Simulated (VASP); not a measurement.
Level of theory: PBE GGA with D3 dispersion (zero damping), VASP's PBE PAW potentials (set 64) (plane waves; VASP 6.6.1).

VASP input:

POSCAR:
```
Ni3Si
3.466580
  1.0000001305   0.0000000000   0.0000000000
  0.0000000000   1.0000001305   0.0000000000
  0.0000000000   0.0000000000   1.0000001305
Si Ni
1 3
Cartesian
  0.0000000000   0.0000000000   0.0000000000
  0.0000000000   0.5000000653   0.5000000653
  0.5000000653   0.0000000000   0.5000000653
  0.5000000653   0.5000000653   0.0000000000
```

**KPOINTS**
```
Automatic mesh
0
gamma
10 10 10
```

**INCAR**
```
SYSTEM = Ni3Si
PREC = Accurate
ENCUT = 520
EDIFF = 1E-7
NELM = 100
ALGO = Normal
LREAL = .FALSE.
LASPH = .TRUE.
ISMEAR = -5
GGA = PE
IVDW = 11
LMAXMIX = 4
LWAVE = .FALSE.
LCHARG = .TRUE.
LORBIT = 11
NEDOS = 601
ISIF = 2
LEFG = .TRUE.
```

POTCAR, in this order: Si Ni (PBE.64 set). Program: vasp_std.

The resulting files:

File OSZICAR:
```
       N       E                     dE             d eps       ncg     rms          rms(c)
DAV:   1     0.203047264827E+03    0.20305E+03   -0.15845E+04  2360   0.219E+03
DAV:   2    -0.161518006330E+02   -0.21920E+03   -0.21174E+03  2357   0.377E+02
DAV:   3    -0.271482322065E+02   -0.10996E+02   -0.10566E+02  2563   0.113E+02
DAV:   4    -0.274018255258E+02   -0.25359E+00   -0.25113E+00  2790   0.150E+01
DAV:   5    -0.274110859268E+02   -0.92604E-02   -0.91838E-02  2777   0.272E+00    0.203E+01
DAV:   6    -0.269367605664E+02    0.47433E+00   -0.54040E+01  2713   0.121E+02    0.162E+01
DAV:   7    -0.237187567389E+02    0.32180E+01   -0.15582E+01  2575   0.664E+01    0.440E+00
DAV:   8    -0.236672805063E+02    0.51476E-01   -0.65702E-01  2469   0.657E+00    0.147E+00
DAV:   9    -0.236496539084E+02    0.17627E-01   -0.32791E-02  3203   0.262E+00    0.581E-01
DAV:  10    -0.236473069883E+02    0.23469E-02   -0.34425E-03  3148   0.468E-01    0.228E-01
DAV:  11    -0.236469158620E+02    0.39113E-03   -0.67367E-04  3620   0.316E-01    0.551E-02
DAV:  12    -0.236469137290E+02    0.21330E-05   -0.99800E-05  2564   0.119E-01    0.150E-02
DAV:  13    -0.236469146735E+02   -0.94451E-06   -0.72890E-06  2759   0.187E-02    0.851E-03
DAV:  14    -0.236469148663E+02   -0.19281E-06   -0.58548E-07  2670   0.903E-03    0.342E-03
DAV:  15    -0.236469146178E+02    0.24847E-06   -0.17958E-07  1547   0.607E-03    0.942E-04
DAV:  16    -0.236469147504E+02   -0.13260E-06   -0.25543E-08  1301   0.150E-03    0.346E-04
DAV:  17    -0.236469147094E+02    0.41035E-07   -0.86499E-09  1301   0.104E-03
   1 F= -.25312219E+02 E0= -.25312219E+02  d E =0.000000E+00
```

OUTCAR:
```
------------------------ aborting loop because EDIFF is reached ----------------------------------------
 Edisp (eV)   -1.66530
  FORCE on cell =-STRESS in cart. coord.  units (eV):
  Direction    XX          YY          ZZ          XY          YZ          ZX
  --------------------------------------------------------------------------------------
  Total      -0.06648    -0.06648    -0.06648    -0.00000    -0.00000     0.00000
  in kB      -2.55668    -2.55668    -2.55668    -0.00000    -0.00000     0.00000
  external pressure =       -2.56 kB  Pullay stress =        0.00 kB
  volume of cell :       41.66
      direct lattice vectors                 reciprocal lattice vectors
     3.466580453  0.000000000  0.000000000     0.288468713  0.000000000  0.000000000
     0.000000000  3.466580453  0.000000000     0.000000000  0.288468713  0.000000000
     0.000000000  0.000000000  3.466580453     0.000000000  0.000000000  0.288468713
 POSITION                                       TOTAL-FORCE (eV/Angst)
 -----------------------------------------------------------------------------------
      0.00000      0.00000      0.00000         0.000000      0.000000      0.000000
      0.00000      1.73329      1.73329         0.000000      0.000000      0.000000
      1.73329      0.00000      1.73329         0.000000      0.000000      0.000000
      1.73329      1.73329      0.00000         0.000000      0.000000      0.000000
 -----------------------------------------------------------------------------------
    total drift:                                0.000000      0.000000      0.000000
  FREE ENERGIE OF THE ION-ELECTRON SYSTEM (eV)
  ---------------------------------------------------
  free  energy   TOTEN  =       -25.3122194517 eV

  energy  without entropy=      -25.3122194517  energy(sigma->0) =      -25.31221945

 total charge

# of ion       s       p       d       tot
------------------------------------------
    1        0.730   0.842   0.000   1.572
    2        0.501   0.606   8.431   9.538
    3        0.501   0.606   8.431   9.538
    4        0.501   0.606   8.431   9.538
--------------------------------------------------
tot          2.232   2.660  25.293  30.184

 Electric field gradients after diagonalization (V/A^2)
 (convention: |V_zz| > |V_xx| > |V_yy|)
----------------------------------------------------------------------
 ion       V_xx      V_yy      V_zz     asymmetry (V_yy - V_xx)/ V_zz
----------------------------------------------------------------------
   1      -0.000     0.000    -0.000      -0.713
   2      22.541    22.541   -45.081       0.000
   3      22.541    22.541   -45.081       0.000
   4      22.541    22.541   -45.081       0.000
```
(Selected blocks of OUTCAR.)

**OUTCAR**
```
 val. band max:       11.1528625790   @ k =   0.1000   0.1000   0.0000

 cond. band min:      11.1072192171   @ k =   0.4000   0.4000   0.4000


 Fermi energy:        11.1538794633

 k-point     1 :       0.0000    0.0000    0.0000
  band No.  band energies     occupation
      1      -1.0265      2.00000
      2       6.0877      2.00000
      3       6.9160      2.00000
      4       6.9160      2.00000
      5       7.4626      2.00000
      6       7.4626      2.00000
      7       7.4626      2.00000
      8       9.5483      2.00000
      9       9.5483      2.00000
     10       9.5483      2.00000
     11      10.2467      2.00000
     12      10.2467      2.00000
     13      10.2467      2.00000
     14      10.5258      2.00000
     15      10.5258      2.00000
     16      10.8631      2.00000
     17      11.2142     -0.12589
     18      11.2142      0.00000
     19      11.2142      0.00000
     20      16.3243      0.00000
     21      17.6608      0.00000

 k-point     2 :       0.1000    0.0000    0.0000
  band No.  band energies     occupation
      1      -0.9061      2.00000
      2       6.1119      2.00000
      3       6.7516      2.00000
      4       7.0021      2.00000
      5       7.4532      2.00000
      6       7.4532      2.00000
      7       7.4983      2.00000
      8       9.3192      2.00000
      9       9.3192      2.00000
     10       9.5088      2.00000
     11       9.8857      2.00000
     12      10.3498      2.00000
     13      10.3498      2.00000
     14      10.5280      2.00000
     15      10.5370      2.00000
     16      10.8124      2.00000
     17      11.2143     -0.29088
     18      11.4475      0.00000
     19      11.4475      0.00000
     20      16.5680      0.00000
     21      17.6296      0.00000

 k-point     3 :       0.2000    0.0000    0.0000
  band No.  band energies     occupation
      1      -0.5521      2.00000
      2       5.8181      2.00000
      3       6.5620      2.00000
...
```

For a metal the tetrahedron method with Blöchl corrections gives inexact stress and forces.

The compound is Ni3Si in the L1_2 structure. It was relaxed first. The run is not spin-polarised, so no magnetic state was tried.
